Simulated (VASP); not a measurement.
Data:

```
CELL_PARAMETERS angstrom
      3.89326     0.00000     0.00000
      0.00000     3.89326     0.00000
      0.00000     0.00000     3.89326
ATOMIC_POSITIONS crystal
  Tl 0.00000 0.00000 0.00000
  Cl 0.50000 0.50000 0.50000
```

The numbers are results of PBE GGA, VASP's PBE PAW potentials (set 64) (plane waves; VASP 6.6.1), not measurements. Run with 400 eV cut-off, 9×9×9 Γ-centred mesh, Gaussian smearing of 0.010 eV, potentials Tl_d Cl.

### Question
The job: TlCl (CsCl type), 2 atoms, PBE, optics run with many empty bands, 400 eV, 9×9×9 Γ-centred mesh. Roughly how much core time does it take on a busy server core?

### Answer
About 20 core-seconds (one run on a shared machine, a rough figure). It had 35 irreducible k-points, 42 bands, up to 1085 plane waves and 13 electronic steps.

The compound is TlCl in the CsCl type structure. It was relaxed first.
